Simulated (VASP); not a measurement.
# NbTe (P-6m2) in VASP: further runs

Runs on NbTe. Level: PBE. Tasks: single point.

Program: VASP 6.6.1. These are calculated values, not measurements. Logs are shortened: lines on timing, memory, paths and dates and some standing lists are left out, and cuts for length are marked.

### 1 The crystal as given

It takes space group P-6m2 (No. 187, hexagonal). Conventional cell: a = 3.703 Å, b = 3.703 Å, c = 3.694 Å, α = 90.00°, β = 90.00°, γ = 120.00°. Te (site symmetry -6m2) has 6 Nb at 2.83 Å as nearest neighbours. Nb (site symmetry -6m2) is surrounded by 6 Te at 2.83 Å.

The cell comes from a database or a generator and needn't be the stable form of this composition.

### 2 Single point, PBE

INCAR

```
  PREC = Accurate
  ENCUT = 520
  EDIFF = 1E-7
  ISMEAR = 0
  SIGMA = 0.05
  LREAL = False
  LASPH = True
  NELM = 100
  ALGO = Normal
  ISIF = 2
  LWAVE = False
  LCHARG = False
  GGA = PE
  NBANDS = 16
  ADDGRID = False
```

KPOINTS

```
regular mesh
0
Gamma
  3 3 3
```

POSCAR

```
NbTe
1.0
    3.7029743866      0.0000000000      0.0000000000
   -1.8514871933      3.2068698884      0.0000000000
    0.0000000000      0.0000000000      3.6942110000
Te Nb
1 1
Direct
    0.6666666667      0.3333333333      0.0000000000
    0.0000000000      0.0000000000      0.5000000000
```

Potentials or basis: VASP PAW PBE potentials, release 64 (Te, Nb_pv).

The run is started by

```console
$ cat potpaw_PBE.64/Te/POTCAR potpaw_PBE.64/Nb_pv/POTCAR > POTCAR
$ mpirun -np 1 vasp_std > vasp.out
```

OUTCAR:

```text
PREC = Accurate
   ENCUT = 520
   EDIFF = 1E-7
   ISMEAR = 0
   LREAL = False
   LASPH = True
   NELM = 100
   ISIF = 2
   GGA = PE

 Found      6 irreducible k-points:

 Following reciprocal coordinates:
            Coordinates               Weight
  0.000000  0.000000  0.000000      1.000000
  0.333333  0.000000  0.000000      6.000000
  0.333333  0.333333  0.000000      2.000000
  0.000000  0.000000  0.333333      2.000000
  0.333333  0.000000  0.333333     12.000000
  0.333333  0.333333  0.333333      4.000000
   k-points           NKPTS =      6   k-points in BZ     NKDIM =      6   number of bands    NBANDS=     16
   number of dos      NEDOS =    301   number of ions     NIONS =      2
   total plane-waves  NPLWV =  21952
   dimension x,y,z NGX =    28 NGY =   28 NGZ =   28
   dimension x,y,z NGXF=    56 NGYF=   56 NGZF=   56
   ions per type =               1   1
   NGX,Y,Z   is equivalent  to a cutoff of  12.57, 12.57, 12.60 a.u.
   NGXF,Y,Z  is equivalent  to a cutoff of  25.14, 25.14, 25.20 a.u.
 SYSTEM =  unknown system
   PREC   = accura    normal or accurate (medium, high low for compatibility)
   ISTART =      0    job   : 0-new  1-cont  2-samecut
   ICHARG =      2    charge: 1-file 2-atom 10-const
   ISPIN  =      1    spin polarized calculation?
   LNONCOLLINEAR =      F non collinear calculations
   LSORBIT =      F    spin-orbit coupling
   LASPH  =      T    aspherical Exc in radial PAW
   ENCUT  =  520.0 eV  38.22 Ry    6.18 a.u.   6.89  6.89  6.87*2*pi/ulx,y,z
   NELM   =    100;   NELMIN=  2; NELMDL= -5     # of ELM steps
   EDIFF  = 0.1E-06   stopping-criterion for ELM
[... 18 lines left out ...]
     AMIX     =   0.40;   BMIX     =  1.00
     AMIX_MAG =   1.60;   BMIX_MAG =  1.00
  volume/ion in A,a.u.               =      21.93       148.02
  Fermi-wavevector in a.u.,A,eV,Ry     =   1.193548  2.255479 19.382272  1.424557
  Thomas-Fermi vector in A             =   2.329560
   LORBIT       =      0    0 simple, 1 ext, 2 COOP (PROOUT), +10 PAW based schemes
   GGA     = PE    functional components
[... 5 lines left out ...]
 non-spin polarized calculation
 Gauss-broadening in eV      SIGMA  =   0.05
  energy-cutoff  :      520.00
  volume of cell :       43.87
 maximum number of plane-waves:      1188
 NGX is ok and might be reduce to    28
   NGX = 13   NGY = 13   NGZ = 13

 number of electron      17.0000003 magnetization

 Free energy of the ion-electron system (eV)
  ---------------------------------------------------
  ext. energy  EPLUGINS =         0.00000000
  ---------------------------------------------------
  free energy    TOTEN  =       -13.25664703 eV

  energy without entropy =      -13.25140195  energy(sigma->0) =      -13.25402449

 E-fermi :   8.6577     XC(G=0): -11.2331

 val. band max:        8.4295973319   @ k =   0.0000   0.0000   0.3333
 cond. band min:       8.6604855787   @ k =   0.0000   0.0000   0.0000
 fundamental gap:      0.2308882468
 Fermi energy:         8.6577333963

 k-point     1 :       0.0000    0.0000    0.0000
  band No.  band energies     occupation
      1     -23.1590      2.00000
      2     -23.1236      2.00000
      3     -23.1236      2.00000
      4      -5.7765      2.00000
      5       5.3010      2.00000
      6       5.3010      2.00000
      7       5.5059      2.00000
      8       6.1364      2.00000
      9       8.6605      0.93795
     10       8.6605      0.93795
     11      10.9479      0.00000
     12      10.9479      0.00000
     13      11.3539      0.00000
     14      14.4409      0.00000
     15      15.5515      0.00000
     16      15.5515      0.00000

 k-point     2 :       0.3333    0.0000    0.0000
  band No.  band energies     occupation
      1     -23.2243      2.00000
      2     -23.1475      2.00000
      3     -23.1419      2.00000
      4      -4.6410      2.00000
      5       2.2487      2.00000
      6       4.8958      2.00000
      7       5.7794      2.00000
      8       6.0207      2.00000
      9       8.4078      2.00000
     10       9.2589      0.00000
     11       9.7984      0.00000
     12      10.9907      0.00000
     13      12.6902      0.00000
     14      15.3155      0.00000
     15      17.2520      0.00000
     16      17.5871      0.00000

 k-point     3 :       0.3333    0.3333    0.0000
  band No.  band energies     occupation
      1     -23.2271      2.00000
      2     -23.2066      2.00000
      3     -23.1334      2.00000
      4      -3.8613      2.00000
      5       2.0328      2.00000
      6       3.0328      2.00000
      7       4.7243      2.00000
      8       7.5701      2.00000
      9       8.3208      2.00000
     10       8.7261      0.05314
     11       8.8428      0.00000
     12      13.1630      0.00000
     13      14.8972      0.00000
     14      16.1354      0.00000
     15      16.7102      0.00000
     16      17.7510      0.00000

 k-point     4 :       0.0000    0.0000    0.3333
  band No.  band energies     occupation
      1     -23.2443      2.00000
      2     -23.1163      2.00000
      3     -23.1163      2.00000
      4      -4.8384      2.00000
      5       1.7926      2.00000
      6       5.7934      2.00000
      7       5.7934      2.00000
      8       7.5140      2.00000
      9       7.5140      2.00000
     10       8.4296      2.00000
     11      10.7089      0.00000
     12      10.7089      0.00000
     13      13.0408      0.00000
     14      16.2889      0.00000
     15      17.1038      0.00000
     16      17.1038      0.00000

 k-point     5 :       0.3333    0.0000    0.3333
  band No.  band energies     occupation
      1     -23.2196      2.00000
      2     -23.2097      2.00000
      3     -23.1376      2.00000
      4      -4.1298      2.00000
      5       2.4084      2.00000
      6       3.3107      2.00000
      7       4.8138      2.00000
      8       6.7750      2.00000
      9       8.7187      0.08482
     10       9.0946      0.00000
     11      10.5837      0.00000
     12      11.7147      0.00000
     13      12.7145      0.00000
     14      14.9042      0.00000
     15      16.6987      0.00000
     16      17.9295      0.00000

 k-point     6 :       0.3333    0.3333    0.3333
  band No.  band energies     occupation
      1     -23.2125      2.00000
      2     -23.2059      2.00000
      3     -23.1931      2.00000
      4      -3.6665      2.00000
      5       2.4232      2.00000
      6       3.0790      2.00000
      7       3.4089      2.00000
      8       7.2562      2.00000
      9       9.4056      0.00000
     10      10.0939      0.00000
     11      10.5255      0.00000
     12      11.3723      0.00000
     13      11.7915      0.00000
     14      13.6287      0.00000
     15      17.5987      0.00000
     16      17.7291      0.00000

------------------------ aborting loop because EDIFF is reached ----------------------------------------

  FORCE on cell =-STRESS in cart. coord.  units (eV):
  Direction    XX          YY          ZZ          XY          YZ          ZX
  --------------------------------------------------------------------------------------
  -------------------------------------------------------------------------------------
  Total       -0.2922212     -0.2922212      2.1653999      0.0000000      0.0000000      0.0000000
  in kB      -10.6725577    -10.6725577     79.0851508      0.0000000      0.0000000      0.0000000
  external PRESSURE =      19.2466785 kB  Pullay stress =       0.0000000 kB

 VOLUME and BASIS-vectors are now :
 -----------------------------------------------------------------------------
  energy-cutoff  :      520.00
  volume of cell :       43.87
      direct lattice vectors                 reciprocal lattice vectors
     3.702974387  0.000000000  0.000000000     0.270053178  0.155915275  0.000000000
    -1.851487193  3.206869888  0.000000000     0.000000000  0.311830550  0.000000000
     0.000000000  0.000000000  3.694211000     0.000000000  0.000000000  0.270693796

 POSITION                                       TOTAL-FORCE (eV/Angst)
 -----------------------------------------------------------------------------------
      1.85149      1.06896      0.00000         0.000000      0.000000      0.000000
      0.00000      0.00000      1.84711        -0.000000      0.000000      0.000000
 -----------------------------------------------------------------------------------
    total drift:                               -0.000000      0.000000     -0.000000

  FREE ENERGIE OF THE ION-ELECTRON SYSTEM (eV)
  ---------------------------------------------------
  free  energy   TOTEN  =       -13.2566470302 eV

  energy  without entropy=      -13.2514019457  energy(sigma->0) =      -13.25402449
```

Run time: 5.6 s. Hardware: 1 thread of Intel Xeon Platinum 8488C (Sapphire Rapids), shared host; peak memory 0.14 GiB.

These settings aren't checked as converged: the numbers below hold their error.

Results:

| Quantity | Value |
| --- | --- |
| Free energy | -13.2566 eV |
| Pressure | 1.9 GPa |
| Band gap on the k mesh | none (metal or under the smearing width) |

Caveat: the k mesh is coarse (spacing up to 0.65 Å⁻¹), so the values aren't converged.

### 3 Single point, PBE

Changes to INCAR since step 2:

```diff
@@ -1,3 +1,3 @@
   PREC = Accurate
-  ENCUT = 520
+  ENCUT = 340
   EDIFF = 1E-7
```

KPOINTS

```
regular mesh
0
Gamma
  4 4 4
```

POSCAR is that of step 2.

Potentials or basis: VASP PAW PBE potentials, release 64 (Te, Nb_pv).

The run is started by

```console
$ cat potpaw_PBE.64/Te/POTCAR potpaw_PBE.64/Nb_pv/POTCAR > POTCAR
$ mpirun -np 1 vasp_std > vasp.out
```

Wall time 4.4 s (1 thread of Intel Xeon Platinum 8488C (Sapphire Rapids), shared host); peak memory 0.13 GiB.

These settings aren't checked as converged: the numbers below hold their error.

Results:

* Free energy: -13.5012 eV
* Pressure: -0.2 GPa
* Band gap on the k mesh: none (metal or under the smearing width)

Caveat: the k mesh is coarse (spacing up to 0.49 Å⁻¹), so the values aren't converged.

### 4 Single point, PBE

Changes to INCAR since step 3:

```diff
@@ -1,3 +1,3 @@
   PREC = Accurate
-  ENCUT = 340
+  ENCUT = 650
   EDIFF = 1E-7
```

KPOINTS

```
regular mesh
0
Gamma
  3 3 3
```

POSCAR is that of step 3.

Potentials or basis: VASP PAW PBE potentials, release 64 (Te, Nb_pv).

The run is started by

```console
$ cat potpaw_PBE.64/Te/POTCAR potpaw_PBE.64/Nb_pv/POTCAR > POTCAR
$ mpirun -np 1 vasp_std > vasp.out
```

OUTCAR:

```text
PREC = Accurate
   ENCUT = 650
   EDIFF = 1E-7
   ISMEAR = 0
   LREAL = False
   LASPH = True
   NELM = 100
   ISIF = 2
   GGA = PE

 Found      6 irreducible k-points:

 Following reciprocal coordinates:
            Coordinates               Weight
  0.000000  0.000000  0.000000      1.000000
  0.333333  0.000000  0.000000      6.000000
  0.333333  0.333333  0.000000      2.000000
  0.000000  0.000000  0.333333      2.000000
  0.333333  0.000000  0.333333     12.000000
  0.333333  0.333333  0.333333      4.000000
   k-points           NKPTS =      6   k-points in BZ     NKDIM =      6   number of bands    NBANDS=     16
   number of dos      NEDOS =    301   number of ions     NIONS =      2
   total plane-waves  NPLWV =  32768
   dimension x,y,z NGX =    32 NGY =   32 NGZ =   32
   dimension x,y,z NGXF=    64 NGYF=   64 NGZF=   64
   ions per type =               1   1
   NGX,Y,Z   is equivalent  to a cutoff of  14.37, 14.37, 14.40 a.u.
   NGXF,Y,Z  is equivalent  to a cutoff of  28.73, 28.73, 28.80 a.u.
 SYSTEM =  unknown system
   PREC   = accura    normal or accurate (medium, high low for compatibility)
   ISTART =      0    job   : 0-new  1-cont  2-samecut
   ICHARG =      2    charge: 1-file 2-atom 10-const
   ISPIN  =      1    spin polarized calculation?
   LNONCOLLINEAR =      F non collinear calculations
   LSORBIT =      F    spin-orbit coupling
   LASPH  =      T    aspherical Exc in radial PAW
   ENCUT  =  650.0 eV  47.77 Ry    6.91 a.u.   7.70  7.70  7.68*2*pi/ulx,y,z
   NELM   =    100;   NELMIN=  2; NELMDL= -5     # of ELM steps
   EDIFF  = 0.1E-06   stopping-criterion for ELM
[... 18 lines left out ...]
     AMIX     =   0.40;   BMIX     =  1.00
     AMIX_MAG =   1.60;   BMIX_MAG =  1.00
  volume/ion in A,a.u.               =      21.93       148.02
  Fermi-wavevector in a.u.,A,eV,Ry     =   1.193548  2.255479 19.382272  1.424557
  Thomas-Fermi vector in A             =   2.329560
   LORBIT       =      0    0 simple, 1 ext, 2 COOP (PROOUT), +10 PAW based schemes
   GGA     = PE    functional components
[... 5 lines left out ...]
 non-spin polarized calculation
 Gauss-broadening in eV      SIGMA  =   0.05
  energy-cutoff  :      650.00
  volume of cell :       43.87
 maximum number of plane-waves:      1677
 NGX is ok and might be reduce to    32
   NGX = 15   NGY = 15   NGZ = 15

 number of electron      17.0000001 magnetization

 Free energy of the ion-electron system (eV)
  ---------------------------------------------------
  ext. energy  EPLUGINS =         0.00000000
  ---------------------------------------------------
  free energy    TOTEN  =       -13.25702729 eV

  energy without entropy =      -13.25177928  energy(sigma->0) =      -13.25440329

 E-fermi :   8.6578     XC(G=0): -11.2331

 val. band max:        8.4296097359   @ k =   0.0000   0.0000   0.3333
 cond. band min:       8.6605971176   @ k =   0.0000   0.0000   0.0000
 fundamental gap:      0.2309873817
 Fermi energy:         8.6578163011

 k-point     1 :       0.0000    0.0000    0.0000
  band No.  band energies     occupation
      1     -23.1586      2.00000
      2     -23.1232      2.00000
      3     -23.1232      2.00000
      4      -5.7766      2.00000
      5       5.3010      2.00000
      6       5.3010      2.00000
[... 8 lines left out ...]
     15      15.5514      0.00000
     16      15.5514      0.00000

 k-point     2 :       0.3333    0.0000    0.0000
  band No.  band energies     occupation
      1     -23.2239      2.00000
      2     -23.1471      2.00000
      3     -23.1416      2.00000
      4      -4.6410      2.00000
      5       2.2486      2.00000
      6       4.8958      2.00000
[... 8 lines left out ...]
     15      17.2519      0.00000
     16      17.5870      0.00000

 k-point     3 :       0.3333    0.3333    0.0000
  band No.  band energies     occupation
      1     -23.2267      2.00000
      2     -23.2063      2.00000
      3     -23.1331      2.00000
      4      -3.8613      2.00000
      5       2.0327      2.00000
      6       3.0327      2.00000
[... 8 lines left out ...]
     15      16.7100      0.00000
     16      17.7510      0.00000

 k-point     4 :       0.0000    0.0000    0.3333
  band No.  band energies     occupation
      1     -23.2440      2.00000
      2     -23.1159      2.00000
      3     -23.1159      2.00000
      4      -4.8384      2.00000
      5       1.7925      2.00000
      6       5.7934      2.00000
[... 8 lines left out ...]
     15      17.1037      0.00000
     16      17.1037      0.00000

 k-point     5 :       0.3333    0.0000    0.3333
  band No.  band energies     occupation
      1     -23.2192      2.00000
      2     -23.2093      2.00000
      3     -23.1372      2.00000
      4      -4.1299      2.00000
      5       2.4083      2.00000
      6       3.3106      2.00000
[... 8 lines left out ...]
     15      16.6985      0.00000
     16      17.9294      0.00000

 k-point     6 :       0.3333    0.3333    0.3333
  band No.  band energies     occupation
      1     -23.2121      2.00000
      2     -23.2055      2.00000
      3     -23.1928      2.00000
      4      -3.6665      2.00000
      5       2.4231      2.00000
      6       3.0789      2.00000
[... 8 lines left out ...]
     15      17.5986      0.00000
     16      17.7289      0.00000

------------------------ aborting loop because EDIFF is reached ----------------------------------------

  FORCE on cell =-STRESS in cart. coord.  units (eV):
  Direction    XX          YY          ZZ          XY          YZ          ZX
  --------------------------------------------------------------------------------------
  -------------------------------------------------------------------------------------
  Total       -0.2871652     -0.2871652      2.1702082      0.0000000      0.0000000      0.0000000
  in kB      -10.4879024    -10.4879024     79.2607622      0.0000000      0.0000000      0.0000000
  external PRESSURE =      19.4283191 kB  Pullay stress =       0.0000000 kB

 VOLUME and BASIS-vectors are now :
 -----------------------------------------------------------------------------
  energy-cutoff  :      650.00
  volume of cell :       43.87
      direct lattice vectors                 reciprocal lattice vectors
     3.702974387  0.000000000  0.000000000     0.270053178  0.155915275  0.000000000
    -1.851487193  3.206869888  0.000000000     0.000000000  0.311830550  0.000000000
     0.000000000  0.000000000  3.694211000     0.000000000  0.000000000  0.270693796

 POSITION                                       TOTAL-FORCE (eV/Angst)
 -----------------------------------------------------------------------------------
      1.85149      1.06896      0.00000        -0.000000      0.000000      0.000000
      0.00000      0.00000      1.84711         0.000000     -0.000000      0.000000
 -----------------------------------------------------------------------------------
    total drift:                               -0.000000      0.000000      0.000000

  FREE ENERGIE OF THE ION-ELECTRON SYSTEM (eV)
  ---------------------------------------------------
  free  energy   TOTEN  =       -13.2570272895 eV

  energy  without entropy=      -13.2517792847  energy(sigma->0) =      -13.25440329
```

OSZICAR:

```text
N       E                     dE             d eps       ncg     rms          rms(c)
DAV:   1     0.137829335597E+03    0.13783E+03   -0.87152E+03   192   0.116E+03
DAV:   2    -0.521373890293E+01   -0.14304E+03   -0.13448E+03   192   0.346E+02
DAV:   3    -0.133592888207E+02   -0.81455E+01   -0.77956E+01   272   0.703E+01
DAV:   4    -0.136208385563E+02   -0.26155E+00   -0.26141E+00   224   0.128E+01
DAV:   5    -0.136330449957E+02   -0.12206E-01   -0.12206E-01   280   0.276E+00    0.150E+01
DAV:   6    -0.132817721120E+02    0.35127E+00   -0.69699E-01   304   0.108E+01    0.618E+00
DAV:   7    -0.132602836602E+02    0.21488E-01   -0.48098E-02   192   0.147E+00    0.287E+00
DAV:   8    -0.132571186275E+02    0.31650E-02   -0.12519E-02   264   0.842E-01    0.216E-01
DAV:   9    -0.132569808115E+02    0.13782E-03   -0.93957E-04   208   0.230E-01    0.116E-01
DAV:  10    -0.132570305450E+02   -0.49733E-04   -0.15330E-04   288   0.119E-01    0.317E-02
DAV:  11    -0.132570291179E+02    0.14271E-05   -0.61668E-06   296   0.266E-02    0.693E-03
DAV:  12    -0.132570273755E+02    0.17424E-05   -0.94518E-07   232   0.726E-03    0.168E-03
DAV:  13    -0.132570271951E+02    0.18040E-06   -0.49446E-08   184   0.222E-03    0.816E-04
DAV:  14    -0.132570272895E+02   -0.94414E-07   -0.13113E-08    96   0.146E-03
   1 F= -.13257027E+02 E0= -.13254403E+02  d E =-.524800E-02
```

stdout:

```text
POSCAR found type information on POSCAR TeNb
 POSCAR found :  2 types and       2 ions
 scaLAPACK will be used
 LDA part: xc-table for (Slater+PW92), standard interpolation
 POSCAR, INCAR and KPOINTS ok, starting setup
 FFT: planning ... GRIDC
 FFT: planning ... GRID_SOFT
 FFT: planning ... GRID
 WAVECAR not read
 entering main loop
```

It took 8.1 s on 1 thread of Intel Xeon Platinum 8488C (Sapphire Rapids), shared host; peak memory 0.16 GiB.

The run converged, but some of its settings lie outside the range that counts as converged, so its numbers aren't taken as properties of the crystal.

What came out:

```yaml
Free_energy: -13.2570 eV
Pressure: 1.9 GPa
Band_gap_on_the_k_mesh: none (metal or under the smearing width)
```

Caveat: the k mesh is coarse (spacing up to 0.65 Å⁻¹), so the values aren't converged.

(Continued in part 2 of 2.)
